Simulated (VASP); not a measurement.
Energy against volume of Mg (hcp). These are optB88-vdW, VASP's PBE PAW potentials (set 64) (plane waves; VASP) values and carry that method's errors. Settings: 520 eV cut-off, 13×13×7 Γ-centred mesh, first-order Methfessel-Paxton smearing of 0.10 eV, potentials Mg.

Shape and ions are relaxed at each volume.

| V (Å³/atom) | E (eV/atom) |
|---|---|
| 21.909 | 0.07877 |
| 22.587 | 0.07633 |
| 23.265 | 0.07834 |
| 23.942 | 0.08412 |

**Question.** Fit these four points and predict the energy of the run at 21.232 Å³/atom.

**Answer.** A cubic in V^(−2/3), the third-order Birch-Murnaghan form, passes through the four points with V0 = 22.60 Å³/atom and B0 = 35 GPa, and gives 0.0864 eV/atom there. The run gave 0.0865 eV/atom, +0.1 meV/atom from the fit; all five points give B0 = 35 GPa.

The compound is Mg in the hcp structure. It was relaxed first.
